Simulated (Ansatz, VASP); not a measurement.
# Au (Gold): VASP beside Ansatz

One calculation is typed for both programs; each brings its own data sets and cutoff. How far apart do they land? The cell is taken from a series of VASP runs on this material, whose earlier steps may have relaxed, scaled or displaced it; both programs get it as it stands.

Program: Ansatz 0.2.0. Level of theory: plane waves, with VASP 6.6.1 beside it; relaxation of cell and atoms at PBEsol with D3(BJ). Results are calculated unless marked as measured.

### 1. Starting point

Symmetry: Fm-3m, No. 225, cubic system. Conventional cell: a = 4.036 Å, b = 4.036 Å, c = 4.036 Å, α = 90.00°, β = 90.00°, γ = 90.00°. Nearest to Au lie 12 Au at 2.85 Å.

### 2. Ansatz: relaxation of cell and atoms, PBEsol with D3(BJ)

Ansatz runs on its default PAW (the set named soft_2) files.

The relaxed volume is the usual yardstick between codes: its relative difference is about their pressure difference at one cell divided by the bulk modulus.

input.yaml reads:

```yaml
crystal:
  lattice:
    - [0.0, 2.0182435434, 2.0182435434]
    - [2.0182435434, 0.0, 2.0182435434]
    - [2.0182435434, 2.0182435434, 0.0]
  atoms:
    - { symbol: Au, position: [0.0, 0.0, 0.0] }
hamiltonian:
  xc: pbesol
  pseudopotentials: { kind: paw }
  dispersion: d3bj
kpoints:
  mp_grid: { grid: [18, 18, 18] }
scf:
  occupations: { method: methfessel_paxton, width: 0.15 }
relax:
  f_tol: 0.01
  max_steps: 60
  cell: { stress_tol: 0.05 }
output:
  forces: true
  stress: true
  write_density: true
  write_potential: true
  elf: true
  volumetric_format: npy
```

Started as:

```sh
$ ansatz run input.yaml --threads 4 --pin off --max-ram 9216MiB --backend cpu --events-out ev --progress --plain --runs-dir out
```

Numbers of over 12 decimals in the logs are rounded to 6 here.

The program printed:

```text
Engine: ansatz 0.2.0, x86_64-unknown-linux-gnu
Pseudopotentials: kind: paw
Pseudopotential: Au, paw, valence charge 19, recommended cutoff 420 eV (normal), Au.paw.azcp
Functional definition: PBEsol
  exchange = pbesol_x
  correlation = pbesol_c
Crystal: 1 atoms, lattice volume = 16.442 Å³
Basis set: ecut = 420 eV, 331 PW (Γ), exchange–correlation on 40×40×40 points (8 copies of the dense FFT grid, shifted against one another)
Bands: 14, of which v1, the nominal top of the filled ones, is band 10 counted from 1 (9 counted from 0)
Symmetry: 48 space group operations
Space group: Fm-3m (ITA 225), of the structure as read, at distance tolerance 2.5e-5 Å
k-points: 195 of 5832
Non-local potential: Au, projectors of the file, l = 0: 3, l = 1: 2, l = 2: 2, l = 3: 1
PAW form: soft (Blöchl's): semilocal exchange-correlation on the pseudo side does not see the compensation charge
PAW frozen core: Au, regenerated for the run's functional, and the local potential with it (the file was generated under x = pbe(κ = 0.804, μ = 0.219515), c = pbe(β = 0.066725))
PAW one-centre angular grid: Au, 590 points (default); XC on 64 Gauss nodes
Initial density: superposition of atomic densities (neutral atoms: chi_scale 0, normalization atom), corrected by the library's trained network
Initial wavefunctions: pseudopotential atomic-orbital guess
Functional: x = pbesol(κ = 0.804, μ = 0.123457), c = pbesol(β = 0.046)
SCF iter   1: F=—  HF=-13007.744878 eV  |F-HF|=—  |Δ(HF+E_count)|=         —  Δρ=6.06e-3  dr2=5.37e-3  ethr=1.77e-3  ⟨swp⟩=4.5  Hψ=13385  notcnv=0
preconditioner: auto → none  [metal: Δε(μ)=0.047 eV  Ē_g=16.344 eV  σ=0.150 eV  W_gap=0.26  n_scr=8 (ndim 8)  ℏωp=30.4 eV  f_vac=0.000  D(μ)=0.30/eV (n_scr^D=0)  sad-step TF]
SCF iter   2: F=—  HF=-13007.743591 eV  |F-HF|=—  |Δ(HF+E_count)|=   1.29e-3  S|Δr|=    0.00e0  Δρ=2.72e-3  dr2=1.01e-3  ethr=2.83e-5  ⟨swp⟩=1.0  Hψ=4308  notcnv=0
SCF iter   3: F=—  HF=-13007.743315 eV  |F-HF|=—  |Δ(HF+E_count)|=   2.77e-4  S|Δr|=    0.00e0  Δρ=3.94e-4  dr2=1.08e-5  ethr=5.34e-6  ⟨swp⟩=2.0  Hψ=3643  notcnv=0
SCF iter   4: F=—  HF=-13007.743318 eV  |F-HF|=—  |Δ(HF+E_count)|=   3.59e-6  S|Δr|=    0.00e0  Δρ=3.88e-5  dr2=6.16e-8  ethr=5.26e-10  ⟨swp⟩=6.0  Hψ=16067  notcnv=0
SCF iter   5: F=-13007.743319 eV  HF=-13007.743319 eV  |F-HF|=3.32e-9  |Δ(HF+E_count)|=   1.47e-7  S|Δr|=    0.00e0  Δρ=5.90e-6  dr2=4.90e-9  ethr=3.24e-10  ⟨swp⟩=4.9  Hψ=13906  notcnv=0
SCF 1 converged in 5 iterations: F = -13007.743319 eV  dr2 = 4.90e-9
  greatest PAW one-centre occupation: 1.001 electrons in one spin orbital (limit 2), on the Au atom at site 0 (counted from 0), in its partial waves of l = 0
relax step   1: F+E_penalty+E_count = -13007.74331851 eV  Δ(F+E_penalty+E_count) = +0.000e0 eV  max|allowed force component| = 0.000e0 eV/Å  Δτ_max = 0.0000 Å  P = +0.248 GPa  Ω = 16.442 Å³  (5 SCF iters, dr2 threshold 1.00e-7 eV, accepted)
[...]
relax step   2: F+E_penalty+E_count = -13007.74326322 eV  Δ(F+E_penalty+E_count) = +5.530e-5 eV  max|allowed force component| = 0.000e0 eV/Å  Δτ_max = 0.0000 Å  P = -0.450 GPa  Ω = 16.500 Å³  energy of the carried Pulay correction = -1.828e-5 eV  (4 SCF iters, dr2 threshold 1.00e-7 eV, rejected (line search))
[...]
relax step   3: F+E_penalty+E_count = -13007.74332794 eV  Δ(F+E_penalty+E_count) = -9.422e-6 eV  max|allowed force component| = 0.000e0 eV/Å  Δτ_max = 0.0000 Å  P = -0.001 GPa  Ω = 16.463 Å³  energy of the carried Pulay correction = -6.496e-6 eV  (6 SCF iters, accepted)
[...]
relax step   4: F+E_penalty+E_count = -13007.74333309 eV  Δ(F+E_penalty+E_count) = -5.151e-6 eV  max|allowed force component| = 0.000e0 eV/Å  Δτ_max = 0.0000 Å  P = -0.001 GPa  Ω = 16.463 Å³  stress off target by 1.34e-3 GPa  SCF on the basis re-selected at this cell (its energy is not comparable with the rows above)  (3 SCF iters)
basis re-selected at this cell: Δ(F+E_penalty+E_count) = -5.151e-6 eV, ΔP = -0.000 GPa vs the last step (what re-selecting the basis moved, of the pressure what is left beyond the Pulay correction that the steps carried, after the strain that the cell walked since its last selection, with what the two solves' SCF thresholds leave and, on support functions, any second-order correction that the steps lacked; it is no measure of the basis error at this ecutwfc). This SCF's stress stands 1.34e-3 GPa from its target on what of the cell is left free (relax.cell.stress_tol is 5.00e-2 GPa) and its largest allowed force component is 0.00e0 eV/Å (relax.f_tol is 1.00e-2 eV/Å): [rest of the remark cut]
SCF converged after 3 iterations
Stability not checked: this state was not tested for a lower state beside it, because cold or Methfessel-Paxton smearing, or corrected tetrahedra, fill the levels in a way that the test cannot read (fill_not_monotonic; see scf.lower_state_search)
Free energy (F): -13007.743333 eV
Harris-Foulkes:  -13007.743333 eV  (|F-HF|=1.82e-12)
Internal energy: -13007.743326 eV  (E = F + TS)
E sigma→0 (E₀):  -13007.743331 eV
Entropy (-TS):   -0.000007 eV (-0.007 meV/atom)
Fermi energy:    21.415319 eV
--- Per-component energies (eV) ---
  E_band       = -194.604683
  E_kinetic    = 605.514697
  E_local      = -1654.525791  (includes V_loc(G=0)·N_el)
  E_nonlocal   = 77.572238
  E_hartree    = 707.802719
  E_xc         = -227.040827
  E_vxc        = -275.223006  (∫ρ·V_xc dr)
  E_paw        = -9565.718018  (= ΣΔE_a)
  E_vpaw       = -363.549827  (= ΣTr[D̂ρ^β])
  E_aug_tail   = 0.001464  (compensation charges beyond the density's cutoff)
  E_ewald      = -2951.004885
  E_disp       = -0.654403  (pairwise vdW)
  E_core_change = 0.309479  (= ΣΔE_core)
  E_smearing   = -0.000007  (= −TS)
  E_closure    = 0.000000  (closes the sum)
  Σ components = -13007.743333   (vs F -13007.743333, Δ=0.00e0)
--- Forces (eV/Å), atoms counted from 1 ---
  atom   1  Au     0.00000000    -0.00000000    -0.00000000
  max |Σ_I F_I| component: 2.30e-31 eV/Å
--- Stress (GPa, compression-positive) ---
       -0.001337      -0.000000      -0.000000
       -0.000000      -0.001337       0.000000
       -0.000000       0.000000      -0.001337
  P = ⅓ Tr σ = -0.0013 GPa (-0.013 kbar)
--- Band table (eV; the first three rows and the last of 195) ---
  k-point 0: bands = [... 6 lower, 16.5547, 16.5547, 18.1863, 18.1863, 35.7869, 39.9792, 39.9792, 39.9792]
  k-point 1: bands = [... 6 lower, 16.5945, 16.5945, 18.1674, 18.1674, 35.9268, 39.2755, 40.1196, 40.1196]
  k-point 2: bands = [... 6 lower, 16.6986, 16.6986, 18.1285, 18.1285, 36.2677, 37.8049, 40.5201, 40.5201]
  k-point 194: bands = [... 6 lower, 16.4210, 18.0656, 19.8177, 26.3376, 27.0997, 28.4872, 31.0556, 43.5715]
--- Relaxed structure (3 steps of the walk, 2 accepted, 1 SCFs on fresh bases) ---
  F+E_penalty+E_count = -13007.74333309 eV   max|allowed force component| = 0.000e0 eV/Å   (the final SCF, on the basis selected at the relaxed cell)
  cell:  # Å, volume = 16.4625 Å³
    - [0, 2.019089, 2.019089]
    - [2.019089, 0, 2.019089]
    - [2.019089, 2.019089, 0]
  atoms:
    - { symbol: Au, position: [0.0, 0.0, 0.0] }
```

The job ended after 7.8 s (4 threads of Intel Xeon Platinum 8488C (Sapphire Rapids), shared host; peak memory 0.47 GiB; 7.5 s of CPU time).

### 3. VASP: relaxation of cell and atoms, PBEsol with D3(BJ)

The same cell, functional, mesh and smearing now go to VASP, with its own data sets and cutoff.

Lines of VASP's logs that name or quote its potential files are left out, and so is its time.

INCAR reads:

```
SYSTEM = Au
PREC = Accurate
ENCUT = 450
EDIFF = 1E-06
NELM = 100
ISMEAR = 1
SIGMA = 0.15
LREAL = .FALSE.
ALGO = Normal
GGA = PS
IVDW = 12
NBANDS = 11
LORBIT = 11
LWAVE = .FALSE.
LCHARG = .FALSE.
KPAR = 4
IBRION = 2
NSW = 50
ISIF = 3
EDIFFG = -0.004
```

POSCAR reads:

```
Au
1.0
    0.0000000000      2.0182435434      2.0182435434
    2.0182435434      0.0000000000      2.0182435434
    2.0182435434      2.0182435434      0.0000000000
Au
1
Direct
    0.0000000000      0.0000000000      0.0000000000
```

KPOINTS reads:

```
Automatic mesh
0
Gamma
18 18 18
0 0 0
```

PAW data sets: Au (PBE family, release 64).

Started as:

```sh
$ mpirun -np 4 vasp_std
```

The program printed:

```text
[banner, memory and clock lines left out]
running    4 mpi-ranks, on    1 nodes
 distrk:  each k-point on    1 cores,    4 groups
 distr:  one band on    1 cores,    1 groups

 POSCAR found type information on POSCAR Au
 POSCAR found :  1 types and       1 ions
|                                                                             |
|               ----> ADVICE to this user running VASP <----                  |
|                                                                             |
|     You enforced a specific xc type in the INCAR file but a different       |
|     [... a line on the potential file left out ...]
|     I HOPE YOU KNOW WHAT YOU ARE DOING!                                     |
|                                                                             |

 LDA part: xc-table for (Slater+PW92), standard interpolation
 POSCAR, INCAR and KPOINTS ok, starting setup
 FFT: planning ... GRIDC
 FFT: planning ... GRID_SOFT
 FFT: planning ... GRID
 WAVECAR not read
 entering main loop
       N       E                     dE             d eps       ncg     rms          rms(c)
DAV:   1     0.398255043216E+02    0.39826E+02   -0.52317E+03  4754   0.792E+02
DAV:   2    -0.379179407181E+01   -0.43617E+02   -0.41367E+02  4842   0.177E+02
DAV:   3    -0.424887842350E+01   -0.45708E+00   -0.45668E+00  4939   0.178E+01
DAV:   4    -0.425032425526E+01   -0.14458E-02   -0.14458E-02  4818   0.115E+00
DAV:   5    -0.425033434509E+01   -0.10090E-04   -0.10089E-04  4929   0.920E-02    0.107E+01
DAV:   6    -0.394182190038E+01    0.30851E+00   -0.84769E-01  4554   0.789E+00    0.655E+00
DAV:   7    -0.391635007844E+01    0.25472E-01   -0.87516E-02  4881   0.249E+00    0.296E+00
DAV:   8    -0.391316750761E+01    0.31826E-02   -0.22849E-03  4614   0.476E-01    0.297E-01
DAV:   9    -0.391315854870E+01    0.89589E-05   -0.92260E-06  4887   0.293E-02    0.957E-03
DAV:  10    -0.391316159148E+01   -0.30428E-05   -0.10923E-06  4568   0.856E-03    0.671E-04
DAV:  11    -0.391316167276E+01   -0.81289E-07   -0.46129E-08  2460   0.191E-03
   1 F= -.45682152E+01 E0= -.45682117E+01  d E =-.456822E+01
 curvature:   0.00 expect dE= 0.000E+00 dE for cont linesearch  0.000E+00
 trial: gam= 0.00000 g(F)=  0.498E-63 g(S)=  0.324E-05 ort = 0.000E+00 (trialstep = 0.100E+01)
 search vector abs. value=  0.324E-05
 bond charge predicted
       N       E                     dE             d eps       ncg     rms          rms(c)
DAV:   1    -0.391367320858E+01   -0.51162E-03   -0.10489E-03  4524   0.319E-01    0.447E-02
DAV:   2    -0.391362040822E+01    0.52800E-04   -0.15633E-04  4482   0.106E-01    0.196E-02
DAV:   3    -0.391361726857E+01    0.31397E-05   -0.10734E-05  4650   0.268E-02    0.137E-02
DAV:   4    -0.391361660626E+01    0.66231E-06   -0.39252E-07  2489   0.471E-03
   2 F= -.45682135E+01 E0= -.45682097E+01  d E =0.178830E-05
 trial-energy change:    0.000002  1 .order    0.000001   -0.000003    0.000005
 step:   0.3742(harm=  0.3742)  dis= 0.00000  next Energy=    -4.568216 (dE=-0.606E-06)
 bond charge predicted
       N       E                     dE             d eps       ncg     rms          rms(c)
DAV:   1    -0.391335495487E+01    0.26231E-03   -0.41377E-04  4503   0.200E-01    0.281E-02
DAV:   2    -0.391333331100E+01    0.21644E-04   -0.61258E-05  4431   0.662E-02    0.123E-02
DAV:   3    -0.391333260033E+01    0.71067E-06   -0.41934E-06  3102   0.168E-02
   3 F= -.45682152E+01 E0= -.45682116E+01  d E =0.343246E-08
 curvature:  -0.19 expect dE=-0.543E-08 dE for cont linesearch -0.543E-08
 trial: gam= 0.00000 g(F)=  0.184E-60 g(S)=  0.290E-07 ort =-0.307E-06 (trialstep = 0.875E+00)
 search vector abs. value=  0.291E-07
 reached required accuracy - stopping structural energy minimisation
```

From OUTCAR (step 3):

```text
ion  position               nearest neighbor table
   1  0.000  0.000  0.000-

  LATTYP: Found a face centered cubic cell.
 ALAT       =     4.0364870868

 Subroutine GETGRP returns: Found 48 space group operations
 (whereof 48 operations were pure point group operations)

The static configuration has the point symmetry O_h .

 Found    195 irreducible k-points:

   k-points           NKPTS =    195   k-points in BZ     NKDIM =    195   number of bands    NBANDS=     11

   dimension x,y,z NGX =    20 NGY =   20 NGZ =   20
   dimension x,y,z NGXF=    40 NGYF=   40 NGZF=   40

   ENCUT  =  450.0 eV  33.07 Ry    5.75 a.u.   4.94  4.94  4.94*2*pi/ulx,y,z

   NELECT =      11.0000    total number of electrons

 k-points in reciprocal lattice and weights: Automatic mesh
   0.00000000  0.00000000  0.00000000       0.000
   0.05555556  0.00000000  0.00000000       0.001
   0.11111111  0.00000000  0.00000000       0.001
   0.16666667  0.00000000  0.00000000       0.001
   0.22222222  0.00000000  0.00000000       0.001
   0.27777778  0.00000000  0.00000000       0.001
   0.33333333  0.00000000  0.00000000       0.001
   0.38888889  0.00000000  0.00000000       0.001
   0.44444444  0.00000000  0.00000000       0.001
[...]
-0.27777778  0.44444444  0.22222222       0.004
  -0.27777778  0.50000000  0.22222222       0.002

 Edisp (eV)   -0.65460

 average (electrostatic) potential at core
       1 -63.5959

 E-fermi :   9.8688

 k-point     1 :       0.0000    0.0000    0.0000
  band No.  band energies     occupation
    ...
      2       5.0099      2.00000
      3       5.0099      2.00000
      4       5.0099      2.00000
      5       6.6408      2.00000
      6       6.6408      2.00000
      7      24.3299      0.00000
      8      28.5302      0.00000
      9      28.5302      0.00000
     10      28.5302      0.00000
     11      33.5129      0.00000

 k-point     2 :       0.0556    0.0000    0.0000
  band No.  band energies     occupation
    ...
      2       4.9709      2.00000
      3       5.0496      2.00000
      4       5.0496      2.00000
      5       6.6219      2.00000
      6       6.6219      2.00000
      7      24.4707      0.00000
      8      27.8145      0.00000
      9      28.6710      0.00000
     10      28.6710      0.00000
     11      34.1621      0.00000

 k-point     3 :       0.1111    0.0000    0.0000
  band No.  band energies     occupation
    ...
      2       4.8717      2.00000
      3       5.1535      2.00000
      4       5.1535      2.00000
      5       6.5830      2.00000
      6       6.5830      2.00000
      7      24.8114      0.00000
      8      26.3262      0.00000
      9      29.0722      0.00000
     10      29.0722      0.00000
     11      34.0915      0.00000

 Edisp (eV)   -0.65488

  Total      -0.00045    -0.00045    -0.00045     0.00000     0.00000     0.00000
  in kB      -0.04364    -0.04364    -0.04364     0.00000     0.00000     0.00000
  external pressure =       -0.04 kB  Pullay stress =        0.00 kB

  energy-cutoff  :      450.00
  volume of cell :       16.45
      direct lattice vectors                 reciprocal lattice vectors
    -0.000000000  2.018415907  2.018415907    -0.247719015  0.247719015  0.247719015
     2.018415907  0.000000000  2.018415907     0.247719015 -0.247719015  0.247719015
     2.018415907  2.018415907  0.000000000     0.247719015  0.247719015 -0.247719015

 POSITION                                       TOTAL-FORCE (eV/Angst)
 -----------------------------------------------------------------------------------
      0.00000      0.00000      0.00000         0.000000     -0.000000      0.000000
 -----------------------------------------------------------------------------------
    total drift:                               -0.000000     -0.000000      0.000000

  FREE ENERGIE OF THE ION-ELECTRON SYSTEM (eV)
  ---------------------------------------------------
  free  energy   TOTEN  =        -4.5682152351 eV

  energy  without entropy=       -4.5682044316  energy(sigma->0) =       -4.56821163

 reached required accuracy - stopping structural energy minimisation

 total charge
# of ion       s       p       d       tot
------------------------------------------
    1        0.548   0.387   8.757   9.692

[... 3 further parts left out ...]
```

CONTCAR:

```
Au
   1.00000000000000
    -0.0000000000000000    2.0184159065077161    2.0184159065077161
     2.0184159065077161    0.0000000000000000    2.0184159065077161
     2.0184159065077161    2.0184159065077161    0.0000000000000000
  Au
     1
Direct
     0.0000000000000000    0.0000000000000000    0.0000000000000000
```

Dispersion corrections of this kind ignore metallic screening and tend to overbind metals. The run keeps the 48 symmetry operations of its start, so it cannot find a distortion of lower symmetry.

### 4. Differences

Known differences besides the potentials themselves: both relaxations stop at a tolerance, which leaves soft axes loose, and VASP keeps its plane-wave basis; the data sets hold 19 valence electrons in Ansatz (default PAW (the set named soft_2) files) and 11 in VASP; the cutoff is 420 eV in Ansatz and 450 eV in VASP; Ansatz makes its cores anew for this functional, VASP keeps those of its PBE data sets; VASP leaves aspherical gradient terms in its spheres out (LASPH is not set), Ansatz keeps them; Ansatz adds a Pulay correction to the stress that steers its cell, VASP none. Total energies have different zeros and are not compared.

Compared:

| quantity | Ansatz | VASP | difference |
| --- | --- | --- | --- |
| volume (Å³) | 16.46 | 16.45 | +0.10 % |
| edge a after relaxation, in the typed setting (Å) | 2.855 | 2.854 | +0.03 % |

The walks stopped with 0.00 GPa left in Ansatz and 0.00 GPa in VASP; each walk ends within a tolerance, so the volume difference is uncertain by about these residues over the bulk modulus, most in soft cells.

### 5. Summary of results

| Quantity | Value |
| --- | --- |
| difference in volume (relaxation of cell and atoms, PBEsol with D3(BJ)) | 0.10 % |

The difference in volume is 0.10 % (relaxation of cell and atoms, PBEsol with D3(BJ)), within the 1.2 % picked in this series as the mark of a large difference, as far as the stopping tolerances let one tell. How closely two codes agree says nothing of how well the functional describes the real material.

[Lines on the potential files, build, host, timing and source positions are cut from VASP's logs without a mark.]

[Logs are printed without paths, hosts, clocks, repeated set-up lines and the standing remarks that a program may print on its own settings, such as how far it seeks lower states.]

[Hosts, paths, dates, database ids (printed as entryN), source tags and the programs' standing remarks are cut or masked in the printed files.]
